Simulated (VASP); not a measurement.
# Rb3NaH4 (Pm-3m) in VASP: single point with LDA

Aim: the single point of Rb3NaH4 with LDA.

Program: VASP 6.6.1. These are calculated values, not measurements. Logs are shortened: lines on timing, memory, paths and dates and some standing lists are left out, and cuts for length are marked.

## Step 1: Starting point

The structure is cubic, space group Pm-3m (No. 221). Conventional cell: a = 5.844 Å, b = 5.844 Å, c = 5.844 Å, α = 90.00°, β = 90.00°, γ = 90.00°. Around Rb (site symmetry 4/mmm) lie 6 H at 2.92 Å. Around Na (site symmetry m-3m) lie 6 H at 2.92 Å. Around H (site symmetry 4/mmm) lie 4 Rb at 2.92 Å and 2 Na at 2.92 Å. H (site symmetry m-3m) has 6 Rb at 2.92 Å as nearest neighbours.

The cell comes from a database or a generator and needn't be the stable form of this composition.

## Step 2: Single point, LDA

Input file INCAR:

```
PREC = Accurate
ENCUT = 520
EDIFF = 1E-7
ISMEAR = 0
SIGMA = 0.01
LREAL = False
LASPH = True
NELM = 100
ALGO = Fast
ISIF = 2
LWAVE = False
LCHARG = False
NBANDS = 29
```

Input file KPOINTS:

```
Automatic mesh
0
Gamma
  2 2 2
  0.5 0.5 0.5
```

Input file POSCAR:

```
Rb3NaH4
1.0
    5.8440310000      0.0000000000      0.0000000000
    0.0000000000      5.8440310000      0.0000000000
    0.0000000000      0.0000000000      5.8440310000
Rb Na H
3 1 4
Direct
    0.0000000000      0.0000000000      0.5000000000
    0.0000000000      0.5000000000      0.0000000000
    0.5000000000      0.0000000000      0.0000000000
    0.5000000000      0.5000000000      0.5000000000
    0.5000000000      0.5000000000      0.0000000000
    0.5000000000      0.0000000000      0.5000000000
    0.0000000000      0.5000000000      0.5000000000
    0.0000000000      0.0000000000      0.0000000000
```

Potentials or basis: VASP PAW LDA potentials, release 64 (Rb_sv, Na_pv, H).

Started as:

```sh
cat potpaw_LDA.64/Rb_sv/POTCAR potpaw_LDA.64/Na_pv/POTCAR potpaw_LDA.64/H/POTCAR > POTCAR
mpirun -np 1 vasp_std > vasp.out
```

OUTCAR:

```text
PREC = Accurate
   ENCUT = 520
   EDIFF = 1E-7
   ISMEAR = 0
   LREAL = False
   LASPH = True
   NELM = 100
   ISIF = 2

 ion  position               nearest neighbor table
   1  0.000  0.000  0.500-   6 2.92   7 2.92   8 2.92   8 2.92   7 2.92   6 2.92   2 4.13   3 4.13
                             2 4.13   2 4.13   4 4.13   3 4.13   2 4.13   3 4.13   4 4.13   4 4.13
   2  0.000  0.500  0.000-   5 2.92   7 2.92   8 2.92   7 2.92   8 2.92   5 2.92   1 4.13   4 4.13
                             1 4.13   1 4.13   3 4.13   3 4.13   1 4.13   3 4.13   4 4.13   4 4.13
   3  0.500  0.000  0.000-   5 2.92   6 2.92   8 2.92   6 2.92   5 2.92   8 2.92   1 4.13   4 4.13
                             1 4.13   2 4.13   4 4.13   2 4.13   4 4.13   1 4.13   2 4.13   4 4.13
   4  0.500  0.500  0.500-   1 4.13   2 4.13   3 4.13   2 4.13   3 4.13   1 4.13   3 4.13   3 4.13
                             1 4.13   2 4.13   2 4.13   1 4.13
   5  0.500  0.500  0.000-   2 2.92   3 2.92   3 2.92   2 2.92
   6  0.500  0.000  0.500-   1 2.92   3 2.92   3 2.92   1 2.92
   7  0.000  0.500  0.500-   1 2.92   2 2.92   2 2.92   1 2.92
   8  0.000  0.000  0.000-   1 2.92   2 2.92   3 2.92   1 2.92   2 2.92   3 2.92

  LATTYP: Found a simple cubic cell.
 ALAT       =     5.8440310000

  Lattice vectors:

 A1 = (   5.8440310000,   0.0000000000,   0.0000000000)
 A2 = (   0.0000000000,   5.8440310000,   0.0000000000)
 A3 = (   0.0000000000,   0.0000000000,   5.8440310000)

Analysis of symmetry for initial positions (statically):
=====================================================================
 Subroutine PRICEL returns:
 Original cell was already a primitive cell.

 Routine SETGRP: Setting up the symmetry group for a
 simple cubic supercell.

 Subroutine GETGRP returns: Found 48 space group operations
 (whereof 48 operations were pure point group operations)
 out of a pool of 48 trial point group operations.

The static configuration has the point symmetry O_h .

Analysis of symmetry for dynamics (positions and initial velocities):
=====================================================================
 Subroutine PRICEL returns:
 Original cell was already a primitive cell.

 Routine SETGRP: Setting up the symmetry group for a
 simple cubic supercell.

 Subroutine GETGRP returns: Found 48 space group operations
 (whereof 48 operations were pure point group operations)
 out of a pool of 48 trial point group operations.

The dynamic configuration has the point symmetry O_h .

 Subroutine INISYM returns: Found 48 space group operations
 (whereof 48 operations are pure point group operations),
 and found     1 'primitive' translations

----------------------------------------------------------------------------------------

                                     Primitive cell

  volume of cell :     199.5894

  direct lattice vectors                    reciprocal lattice vectors
     5.844031000  0.000000000  0.000000000     0.171114767  0.000000000  0.000000000
     0.000000000  5.844031000  0.000000000     0.000000000  0.171114767  0.000000000
     0.000000000  0.000000000  5.844031000     0.000000000  0.000000000  0.171114767

  length of vectors
     5.844031000  5.844031000  5.844031000     0.171114767  0.171114767  0.171114767

  position of ions in fractional coordinates (direct lattice)
     0.000000000  0.000000000  0.500000000
     0.000000000  0.500000000  0.000000000
     0.500000000  0.000000000  0.000000000
     0.500000000  0.500000000  0.500000000
     0.500000000  0.500000000  0.000000000
     0.500000000  0.000000000  0.500000000
     0.000000000  0.500000000  0.500000000
     0.000000000  0.000000000  0.000000000

  ion indices of the primitive-cell ions
   primitive index   ion index
                 1           1
                 2           2
                 3           3
                 4           4
                 5           5
                 6           6
                 7           7
                 8           8

----------------------------------------------------------------------------------------

 KPOINTS: Automatic mesh

Automatic generation of k-mesh.
 Grid dimensions read from file:
 generate k-points for:    2    2    2

 Generating k-lattice:

  Cartesian coordinates                     Fractional coordinates (reciprocal lattice)
     0.085557383  0.000000000  0.000000000     0.500000000  0.000000000  0.000000000
     0.000000000  0.085557383  0.000000000     0.000000000  0.500000000  0.000000000
     0.000000000  0.000000000  0.085557383     0.000000000  0.000000000  0.500000000

  Length of vectors
     0.085557383  0.085557383  0.085557383

  Shift w.r.t. Gamma in fractional coordinates (k-lattice)
     0.500000000  0.500000000  0.500000000

 Subroutine IBZKPT returns following result:
 ===========================================

 Found      1 irreducible k-points:

 Following reciprocal coordinates:
            Coordinates               Weight
  0.250000  0.250000  0.250000      8.000000
   k-points           NKPTS =      1   k-points in BZ     NKDIM =      1   number of bands    NBANDS=     29
   number of dos      NEDOS =    301   number of ions     NIONS =      8
   total plane-waves  NPLWV = 110592
   dimension x,y,z NGX =    48 NGY =   48 NGZ =   48
   dimension x,y,z NGXF=    96 NGYF=   96 NGZF=   96
   ions per type =               3   1   4
   NGX,Y,Z   is equivalent  to a cutoff of  13.65, 13.65, 13.65 a.u.
   NGXF,Y,Z  is equivalent  to a cutoff of  27.31, 27.31, 27.31 a.u.
 SYSTEM =  unknown system
   PREC   = accura    normal or accurate (medium, high low for compatibility)
   ISTART =      0    job   : 0-new  1-cont  2-samecut
   ICHARG =      2    charge: 1-file 2-atom 10-const
   ISPIN  =      1    spin polarized calculation?
   LNONCOLLINEAR =      F non collinear calculations
   LSORBIT =      F    spin-orbit coupling
   LASPH  =      T    aspherical Exc in radial PAW
   ENCUT  =  520.0 eV  38.22 Ry    6.18 a.u.  10.87 10.87 10.87*2*pi/ulx,y,z
   NELM   =    100;   NELMIN=  2; NELMDL= -5     # of ELM steps
   EDIFF  = 0.1E-06   stopping-criterion for ELM
   LREAL  =      F    real-space projection
   EDIFFG = 0.1E-05   stopping-criterion for IOM
   NSW    =      0    number of steps for IOM
   IBRION =     -1    ionic relax: 0-MD 1-quasi-New 2-CG
   NFREE  =      0    steps in history (QN), initial steepest desc. (CG)
   ISIF   =      2    stress and relaxation
   ISYM   =      2    0-nonsym 1-usesym 2-fastsym
   POTIM  = 0.5000    time-step for ionic-motion
   TEBEG  =    0.0;   TEEND  =   0.0 temperature during run
   PSTRESS=    0.0 pullay stress
   NELECT =      38.0000    total number of electrons
   NUPDOWN=      -1.0000    fix difference up-down
   EMIN   =  10.00;   EMAX   =-10.00  energy-range for DOS
   EFERMI =   0.00;   METHOD = LEGACY
   ISMEAR =     0;   SIGMA  =   0.01  broadening in eV -4-tet -1-fermi 0-gaus
   EFERMI_NEDOS =   21; number of points for ismear=-14 and -15
   IALGO  =     68    algorithm
   IMIX   =      4    mixing-type and parameters
     AMIX     =   0.40;   BMIX     =  1.00
     AMIX_MAG =   1.60;   BMIX_MAG =  1.00
  volume/ion in A,a.u.               =      24.95       168.36
  Fermi-wavevector in a.u.,A,eV,Ry     =   0.941796  1.779736 12.068092  0.886980
  Thomas-Fermi vector in A             =   2.069342
   LORBIT       =      0    0 simple, 1 ext, 2 COOP (PROOUT), +10 PAW based schemes
   GGA     = CA    functional components
   LHFCALC =     F    Hartree Fock is set to
   AEXX    =    0.0000 exact exchange contribution
   IVDW    =     0    specifies the selected vdW correction
   LEPSILON=     F    determine dielectric tensor
   LRPA    =     F    only Hartree local field effects (RPA)
 non-spin polarized calculation
 RMM-DIIS sequential band-by-band and
 Gauss-broadening in eV      SIGMA  =   0.01
  energy-cutoff  :      520.00
  volume of cell :      199.59
 maximum number of plane-waves:      5365
 NGX is ok and might be reduce to    48
   NGX = 21   NGY = 21   NGZ = 21

 number of electron      38.0000008 magnetization

 Free energy of the ion-electron system (eV)
  ---------------------------------------------------
  ext. energy  EPLUGINS =         0.00000000
  ---------------------------------------------------
  free energy    TOTEN  =       -19.73648719 eV

  energy without entropy =      -19.73648719  energy(sigma->0) =      -19.73648719

 E-fermi :  -1.6825     XC(G=0):  -7.4787

 val. band max:       -1.7507891335   @ k =   0.2500   0.2500   0.2500
 cond. band min:       1.4037391726   @ k =   0.2500   0.2500   0.2500
 fundamental gap:      3.1545283060
 Fermi energy:        -1.6825273543

 k-point     1 :       0.2500    0.2500    0.2500
  band No.  band energies     occupation
      1     -27.1456      2.00000
      2     -27.1159      2.00000
      3     -27.1159      2.00000
      4     -25.1479      2.00000
      5     -25.1479      2.00000
      6     -25.1478      2.00000
[... 21 lines left out ...]
     28       5.9489      0.00000
     29       5.9843      0.00000

------------------------ aborting loop because EDIFF is reached ----------------------------------------

  FORCE on cell =-STRESS in cart. coord.  units (eV):
  Direction    XX          YY          ZZ          XY          YZ          ZX
  --------------------------------------------------------------------------------------
  -------------------------------------------------------------------------------------
  Total       -2.3015893     -2.3015893     -2.3015893      0.0000000      0.0000000      0.0000000
  in kB      -18.4756990    -18.4756990    -18.4756990      0.0000000      0.0000000      0.0000000
  external PRESSURE =     -18.4756990 kB  Pullay stress =       0.0000000 kB

 VOLUME and BASIS-vectors are now :
 -----------------------------------------------------------------------------
  energy-cutoff  :      520.00
  volume of cell :      199.59
      direct lattice vectors                 reciprocal lattice vectors
     5.844031000  0.000000000  0.000000000     0.171114767  0.000000000  0.000000000
     0.000000000  5.844031000  0.000000000     0.000000000  0.171114767  0.000000000
     0.000000000  0.000000000  5.844031000     0.000000000  0.000000000  0.171114767

 POSITION                                       TOTAL-FORCE (eV/Angst)
 -----------------------------------------------------------------------------------
      0.00000      0.00000      2.92202         0.000000      0.000000      0.000000
      0.00000      2.92202      0.00000         0.000000      0.000000      0.000000
      2.92202      0.00000      0.00000         0.000000      0.000000      0.000000
      2.92202      2.92202      2.92202         0.000000      0.000000      0.000000
      2.92202      2.92202      0.00000         0.000000      0.000000      0.000000
      2.92202      0.00000      2.92202         0.000000      0.000000      0.000000
      0.00000      2.92202      2.92202         0.000000      0.000000      0.000000
      0.00000      0.00000      0.00000         0.000000      0.000000      0.000000
 -----------------------------------------------------------------------------------
    total drift:                                0.000000      0.000000      0.000000

  FREE ENERGIE OF THE ION-ELECTRON SYSTEM (eV)
  ---------------------------------------------------
  free  energy   TOTEN  =       -19.7364871869 eV

  energy  without entropy=      -19.7364871869  energy(sigma->0) =      -19.73648719
```

Run time: 11 s. Hardware: 1 thread of Intel Xeon 6975P-C (Granite Rapids), shared host; peak memory 0.24 GiB.

What came out:

| Property | Result |
| --- | --- |
| Free energy | -19.7365 eV |
| Pressure | -1.8 GPa |
| Band gap on the k mesh | 3.15 eV, direct |
